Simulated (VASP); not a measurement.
OSZICAR of a VASP run on SiGe (relaxed from the layered h-BN type structure, space group P6_3/mmc):

File OSZICAR:
```
       N       E                     dE             d eps       ncg     rms          rms(c)
DAV:   1     0.243392541214E+03    0.24339E+03   -0.16382E+04   982   0.256E+03
DAV:   2     0.166787082901E+02   -0.22671E+03   -0.22304E+03   928   0.567E+02
DAV:   3    -0.176521292233E+02   -0.34331E+02   -0.33890E+02  1068   0.159E+02
DAV:   4    -0.189554595650E+02   -0.13033E+01   -0.13024E+01  1018   0.355E+01
DAV:   5    -0.189981071814E+02   -0.42648E-01   -0.42629E-01  1124   0.646E+00    0.592E+00
DAV:   6    -0.186884076846E+02    0.30970E+00   -0.19105E-01   970   0.355E+00    0.342E+00
DAV:   7    -0.185412003945E+02    0.14721E+00   -0.34269E-01   952   0.337E+00    0.224E-01
DAV:   8    -0.185460152897E+02   -0.48149E-02   -0.33700E-02  1054   0.193E+00    0.173E-01
DAV:   9    -0.185468252925E+02   -0.81000E-03   -0.12052E-03  1276   0.262E-01    0.111E-01
DAV:  10    -0.185473866472E+02   -0.56135E-03   -0.67599E-04   982   0.128E-01    0.222E-02
DAV:  11    -0.185473728223E+02    0.13825E-04   -0.49819E-05  1044   0.833E-02    0.113E-02
DAV:  12    -0.185473977894E+02   -0.24967E-04   -0.48743E-05   822   0.409E-02    0.741E-03
DAV:  13    -0.185473974620E+02    0.32747E-06   -0.64419E-07   734   0.108E-02
   1 F= -.18547397E+02 E0= -.18548067E+02  d E =-.185474E+02
       N       E                     dE             d eps       ncg     rms          rms(c)
DAV:   1    -0.185513236916E+02   -0.39259E-02   -0.70697E-02  1140   0.307E+00    0.348E-01
DAV:   2    -0.185488610105E+02    0.24627E-02   -0.70338E-03  1050   0.120E+00    0.206E-01
DAV:   3    -0.185475395859E+02    0.13214E-02   -0.16325E-03  1168   0.379E-01    0.413E-02
DAV:   4    -0.185475457388E+02   -0.61529E-05   -0.61942E-04  1122   0.227E-01    0.199E-02
DAV:   5    -0.185475488267E+02   -0.30879E-05   -0.18721E-05  1062   0.480E-02    0.820E-03
DAV:   6    -0.185475486264E+02    0.20028E-06   -0.18556E-06   714   0.207E-02
   2 F= -.18547549E+02 E0= -.18548179E+02  d E =-.151164E-03
       N       E                     dE             d eps       ncg     rms          rms(c)
DAV:   1    -0.185481827740E+02   -0.63395E-03   -0.10334E-02  1128   0.116E+00    0.133E-01
DAV:   2    -0.185478183696E+02    0.36440E-03   -0.10106E-03  1050   0.470E-01    0.789E-02
DAV:   3    -0.185476310226E+02    0.18735E-03   -0.23942E-04  1226   0.172E-01    0.158E-02
DAV:   4    -0.185476350418E+02   -0.40192E-05   -0.10389E-04  1022   0.971E-02    0.765E-03
DAV:   5    -0.185476355443E+02   -0.50253E-06   -0.39948E-06   904   0.257E-02
   3 F= -.18547636E+02 E0= -.18548283E+02  d E =-.238082E-03
       N       E                     dE             d eps       ncg     rms          rms(c)
DAV:   1    -0.185511197031E+02   -0.34847E-02   -0.56912E-02  1012   0.289E+00    0.301E-01
DAV:   2    -0.185488838980E+02    0.22358E-02   -0.44430E-03  1020   0.983E-01    0.164E-01
DAV:   3    -0.185479535991E+02    0.93030E-03   -0.20367E-03  1104   0.491E-01    0.319E-02
DAV:   4    -0.185479436840E+02    0.99151E-05   -0.19829E-04  1036   0.164E-01    0.193E-02
DAV:   5    -0.185479431526E+02    0.53141E-06   -0.16576E-05  1084   0.452E-02    0.740E-03
DAV:   6    -0.185479446367E+02   -0.14841E-05   -0.16425E-06   712   0.130E-02    0.114E-03
DAV:   7    -0.185479448088E+02   -0.17209E-06   -0.25489E-07   512   0.507E-03
   4 F= -.18547945E+02 E0= -.18548552E+02  d E =-.309264E-03
       N       E                     dE             d eps       ncg     rms          rms(c)
DAV:   1    -0.185775024865E+02   -0.29558E-01   -0.51446E-01  1006   0.863E+00    0.909E-01
DAV:   2    -0.185571872339E+02    0.20315E-01   -0.40253E-02  1046   0.292E+00    0.494E-01
DAV:   3    -0.185487805662E+02    0.84067E-02   -0.18452E-02  1110   0.141E+00    0.969E-02
DAV:   4    -0.185486511511E+02    0.12942E-03   -0.17581E-03  1048   0.519E-01    0.573E-02
DAV:   5    -0.185486406975E+02    0.10454E-04   -0.13248E-04  1074   0.110E-01    0.229E-02
DAV:   6    -0.185486499016E+02   -0.92041E-05   -0.17845E-05   992   0.530E-02    0.261E-03
DAV:   7    -0.185486503272E+02   -0.42562E-06   -0.82306E-07   656   0.103E-02
   5 F= -.18548650E+02 E0= -.18549088E+02  d E =-.101478E-02
       N       E                     dE             d eps       ncg     rms          rms(c)
DAV:   1    -0.186669391406E+02   -0.11829E+00   -0.20873E+00  1006   0.172E+01    0.184E+00
DAV:   2    -0.185837439352E+02    0.83195E-01   -0.16340E-01  1062   0.583E+00    0.100E+00
DAV:   3    -0.185497481094E+02    0.33996E-01   -0.75342E-02  1094   0.285E+00    0.199E-01
DAV:   4    -0.185491298601E+02    0.61825E-03   -0.73594E-03  1016   0.108E+00    0.113E-01
DAV:   5    -0.185490934628E+02    0.36397E-04   -0.50198E-04  1138   0.198E-01    0.492E-02
DAV:   6    -0.185491237092E+02   -0.30246E-04   -0.84434E-05  1010   0.133E-01    0.600E-03
DAV:   7    -0.185491231488E+02    0.56041E-06   -0.43754E-06   920   0.277E-02
   6 F= -.18549123E+02 E0= -.18549065E+02  d E =-.148760E-02
       N       E                     dE             d eps       ncg     rms          rms(c)
DAV:   1    -0.185645527565E+02   -0.15429E-01   -0.23557E-01  1030   0.833E+00    0.720E-01
DAV:   2    -0.185528820519E+02    0.11671E-01   -0.20074E-02  1078   0.253E+00    0.374E-01
DAV:   3    -0.185490726140E+02    0.38094E-02   -0.69769E-03  1196   0.123E+00    0.906E-02
DAV:   4    -0.185489021004E+02    0.17051E-03   -0.27383E-04  1052   0.243E-01    0.583E-02
DAV:   5    -0.185488442337E+02    0.57867E-04   -0.11930E-04  1078   0.168E-01    0.118E-02
DAV:   6    -0.185488449872E+02   -0.75352E-06   -0.36839E-06   910   0.177E-02
   7 F= -.18548845E+02 E0= -.18548723E+02  d E =0.278162E-03
       N       E                     dE             d eps       ncg     rms          rms(c)
DAV:   1    -0.185495665231E+02   -0.72229E-03   -0.15564E-02  1042   0.215E+00    0.186E-01
DAV:   2    -0.185487837519E+02    0.78277E-03   -0.13384E-03  1078   0.654E-01    0.964E-02
DAV:   3    -0.185485325571E+02    0.25119E-03   -0.47092E-04  1196   0.320E-01    0.233E-02
DAV:   4    -0.185485223686E+02    0.10188E-04   -0.18693E-05  1054   0.634E-02    0.150E-02
DAV:   5    -0.185485202862E+02    0.20825E-05   -0.80052E-06   904   0.436E-02    0.302E-03
DAV:   6    -0.185485204164E+02   -0.13022E-06   -0.24714E-07   506   0.491E-03
   8 F= -.18548520E+02 E0= -.18548382E+02  d E =0.602732E-03
       N       E                     dE             d eps       ncg     rms          rms(c)
DAV:   1    -0.185496139687E+02   -0.10937E-02   -0.12247E-02  1036   0.192E+00    0.162E-01
DAV:   2    -0.185490240259E+02    0.58994E-03   -0.10165E-03  1066   0.568E-01    0.845E-02
DAV:   3    -0.185488242679E+02    0.19976E-03   -0.36294E-04  1184   0.281E-01    0.202E-02
DAV:   4    -0.185488140045E+02    0.10263E-04   -0.14214E-05  1012   0.557E-02    0.130E-02
DAV:   5    -0.185488085207E+02    0.54838E-05   -0.61023E-06   862   0.383E-02    0.270E-03
DAV:   6    -0.185488084439E+02    0.76802E-07   -0.18283E-07   476   0.431E-03
   9 F= -.18548808E+02 E0= -.18548684E+02  d E =0.314705E-03
       N       E                     dE             d eps       ncg     rms          rms(c)
DAV:   1    -0.185566465373E+02   -0.78380E-02   -0.11488E-01  1060   0.603E+00    0.518E-01
DAV:   2    -0.185511269406E+02    0.55196E-02   -0.12714E-02  1150   0.190E+00    0.275E-01
DAV:   3    -0.185492068135E+02    0.19201E-02   -0.27024E-03  1190   0.747E-01    0.695E-02
DAV:   4    -0.185490906933E+02    0.11612E-03   -0.26483E-04  1012   0.185E-01    0.371E-02
DAV:   5    -0.185490637654E+02    0.26928E-04   -0.35439E-05  1042   0.748E-02    0.117E-02
DAV:   6    -0.185490639843E+02   -0.21890E-06   -0.81383E-06   916   0.468E-02
  10 F= -.18549064E+02 E0= -.18548914E+02  d E =-.255540E-03
       N       E                     dE             d eps       ncg     rms          rms(c)
DAV:   1    -0.185490491625E+02    0.14603E-04   -0.22979E-04  1060   0.263E-01    0.246E-02
DAV:   2    -0.185490373330E+02    0.11830E-04   -0.30372E-05  1120   0.957E-02    0.130E-02
DAV:   3    -0.185490325272E+02    0.48057E-05   -0.64191E-06  1052   0.370E-02    0.338E-03
DAV:   4    -0.185490320026E+02    0.52460E-06   -0.69299E-07   572   0.100E-02
  11 F= -.18549032E+02 E0= -.18548881E+02  d E =-.223559E-03
       N       E                     dE             d eps       ncg     rms          rms(c)
DAV:   1    -0.185490566741E+02   -0.24147E-04   -0.88742E-05  1060   0.166E-01    0.148E-02
DAV:   2    -0.185490518253E+02    0.48488E-05   -0.10112E-05  1026   0.550E-02    0.789E-03
DAV:   3    -0.185490506496E+02    0.11757E-05   -0.18986E-06   516   0.223E-02    0.168E-03
DAV:   4    -0.185490507579E+02   -0.10834E-06   -0.66859E-07   476   0.853E-03
  12 F= -.18549051E+02 E0= -.18548900E+02  d E =-.242314E-03
       N       E                     dE             d eps       ncg     rms          rms(c)
DAV:   1    -0.185504045742E+02   -0.13539E-02   -0.19832E-02  1120   0.230E+00    0.211E-01
DAV:   2    -0.185495398562E+02    0.86472E-03   -0.26881E-03  1070   0.880E-01    0.117E-01
DAV:   3    -0.185491923307E+02    0.34753E-03   -0.44061E-04  1238   0.298E-01    0.294E-02
DAV:   4    -0.185491771528E+02    0.15178E-04   -0.74320E-05   994   0.858E-02    0.140E-02
DAV:   5    -0.185491770992E+02    0.53671E-07   -0.84171E-06   996   0.287E-02
  13 F= -.18549177E+02 E0= -.18549052E+02  d E =-.126341E-03
```

### Question
Which electronic solver shows in the log?

### Answer
It is blocked Davidson (ALGO = Normal, or the opening steps of other solvers). The INCAR had ALGO = Normal.

### Question
Can the final energy be trusted as converged?

### Answer
Self-consistency was reached. It stopped with EDIFF = 1E-6, NELM = 100, NSW = 60 and EDIFFG = -0.02 after 13 ionic steps (PBEsol GGA, plane waves, VASP's PBE PAW potentials (set 64)). Energy and stress use the plane-wave basis of the starting cell.

The structure was generated: SiGe was put into the layered h-BN type type (P6_3/mmc), which need not be its known phase. This run relaxes it. Symmetry was kept, so distortions that lower it aren't found. The start is the result of an earlier pass.
